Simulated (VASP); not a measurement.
Crystal: FeSi.

```xyz
8
Lattice="4.5507 0.0000 0.0000 0.0000 4.5507 0.0000 0.0000 0.0000 4.5507" Properties=species:S:1:pos:R:3 pbc="T T T"
Fe    0.6213    0.6213    0.6213
Fe    1.6541    3.9294    2.8966
Fe    2.8966    1.6541    3.9294
Fe    3.9294    2.8966    1.6541
Si    3.8335    3.8335    3.8335
Si    2.9925    0.7172    1.5582
Si    1.5582    2.9925    0.7172
Si    0.7172    1.5582    2.9925
```

| Item | Value |
| --- | --- |
| Program | VASP 6.6.1 |
| Task | relaxation of cell and atoms |
| Functional | PBE |
| Potentials or basis | VASP PAW PBE potentials, release 64 (Fe, Si) |
| Cutoff | 600 eV |
| k mesh | 6 × 6 × 6 |
| Occupations | fermi-dirac, width 0.01 eV |
| Spin | no spin polarisation |

At the start: pressure -13.7 GPa; volume 11.78 Å³/atom.

Q: How do energy, volume and symmetry change on relaxing?

A: Over 6 steps the energy falls by 36.5 meV/atom and the volume is 11.00 Å³/atom (-6.6 %); space group P2_13 (No. 198, to 0.05 Å).

Step by step:
```
step  energy change (eV)  largest force (eV/Å)  pressure (GPa)  volume (Å³)
   1              0.0000                0.2830          -13.71        94.24
   2              0.1745                0.5227           23.02        81.15
   3             -0.2901                0.1228           -0.20        88.11
   4             -0.2902                0.1188            0.07        87.99
   5             -0.2921                0.0268            0.06        87.99
   6             -0.2923                0.0041            0.07        88.00
```

Final structure:
```xyz
8
Lattice="4.4479 0.0000 0.0000 0.0000 4.4479 0.0000 0.0000 0.0000 4.4479" Properties=species:S:1:pos:R:3 pbc="T T T"
Fe    0.6064    0.6064    0.6064
Fe    1.6176    3.8415    2.8303
Fe    2.8303    1.6176    3.8415
Fe    3.8415    2.8303    1.6176
Si    3.7396    3.7396    3.7396
Si    2.9322    0.7083    1.5156
Si    1.5156    2.9322    0.7083
Si    0.7083    1.5156    2.9322
```
